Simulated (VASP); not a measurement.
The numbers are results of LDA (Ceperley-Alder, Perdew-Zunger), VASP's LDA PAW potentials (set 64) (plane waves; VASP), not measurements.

VASP ran on this input.

INCAR:
```
SIGMA = 0.136
LWAVE = F
NELM = 100   # most electronic steps
LASPH = T   # aspherical one-centre terms
ISIF = 2
PREC = Accurate
LMAXMIX = 6   # l cut-off of mixed one-centre charges
LCHARG = F
ISMEAR = -1
ENCUT = 400   # plane-wave cut-off (eV)
SYSTEM = WC
LREAL = F
ALGO = Normal
EDIFF = 1E-6   # SCF stop (eV)
```

**KPOINTS**
```
K-points
0
G
 10 10 9
```

**POSCAR**
```
WC
2.8575040
  0.5000000000  -0.8660253844   0.0000000000
  0.5000000000   0.8660253844   0.0000000000
  0.0000000000   0.0000000000   0.9759447406
W C
1 1
Direct
  0.0000000000   0.0000000000   0.0000000000
  0.3333330000   0.6666670000   0.5000000000
```

POTCAR, in this order: W_sv C (LDA.64 set). Program: vasp_std.

The run wrote:

File OSZICAR:
```
       N       E                     dE             d eps       ncg     rms          rms(c)
DAV:   1     0.931439945816E+02    0.93144E+02   -0.85655E+03  1836   0.130E+03
DAV:   2    -0.246444863623E+02   -0.11779E+03   -0.11527E+03  2145   0.342E+02
DAV:   3    -0.277382180500E+02   -0.30937E+01   -0.30777E+01  2135   0.540E+01
DAV:   4    -0.277632045794E+02   -0.24987E-01   -0.24973E-01  2050   0.514E+00
DAV:   5    -0.277633913783E+02   -0.18680E-03   -0.18679E-03  2115   0.457E-01    0.362E+01
DAV:   6    -0.247983840514E+02    0.29650E+01   -0.90285E+00  2035   0.313E+01    0.102E+01
DAV:   7    -0.247217204076E+02    0.76664E-01   -0.37397E-01  1870   0.577E+00    0.699E+00
DAV:   8    -0.246883645667E+02    0.33356E-01   -0.56632E-02  2015   0.211E+00    0.873E-01
DAV:   9    -0.246875889433E+02    0.77562E-03   -0.29418E-03  1970   0.405E-01    0.125E-01
DAV:  10    -0.246874756307E+02    0.11331E-03   -0.20095E-04  2095   0.200E-01    0.541E-02
DAV:  11    -0.246874756343E+02   -0.36539E-08   -0.12899E-05  2030   0.338E-02    0.927E-03
DAV:  12    -0.246874750973E+02    0.53705E-06   -0.27267E-06  1860   0.152E-02
   1 F= -.24687475E+02 E0= -.24679346E+02  d E =-.162576E-01
```

### OUTCAR
```
------------------------ aborting loop because EDIFF is reached ----------------------------------------
  FORCE on cell =-STRESS in cart. coord.  units (eV):
  Direction    XX          YY          ZZ          XY          YZ          ZX
  --------------------------------------------------------------------------------------
  Total        1.6824228      1.6824227      1.8146763      0.0000000      0.0000000      0.0000000
  in kB      136.6876678    136.6876617    147.4325417      0.0000000      0.0000000      0.0000000
  external PRESSURE =     140.2692904 kB  Pullay stress =       0.0000000 kB
  volume of cell :       19.72
      direct lattice vectors                 reciprocal lattice vectors
     1.428752000 -2.474671000  0.000000000     0.349955766 -0.202047060  0.000000000
     1.428752000  2.474671000  0.000000000     0.349955766  0.202047060  0.000000000
     0.000000000  0.000000000  2.788766000     0.000000000  0.000000000  0.358581537
 POSITION                                       TOTAL-FORCE (eV/Angst)
 -----------------------------------------------------------------------------------
      0.00000      0.00000      0.00000         0.000000     -0.000000      0.000000
      1.42875      0.82489      1.39438         0.000000      0.000000      0.000000
 -----------------------------------------------------------------------------------
    total drift:                               -0.000000     -0.000365      0.000000
  FREE ENERGIE OF THE ION-ELECTRON SYSTEM (eV)
  ---------------------------------------------------
  free  energy   TOTEN  =       -24.6874750973 eV

  energy  without entropy=      -24.6712174931  energy(sigma->0) =      -24.67934630
```
(Selected blocks of OUTCAR.)

At this cut-off the stress carries a Pulay error, which pulls relaxed volumes low.

The structure is a typed WC crystal (P-6m2). The cell was not relaxed at this level, and its volume differs by -5.9 % from the start's.
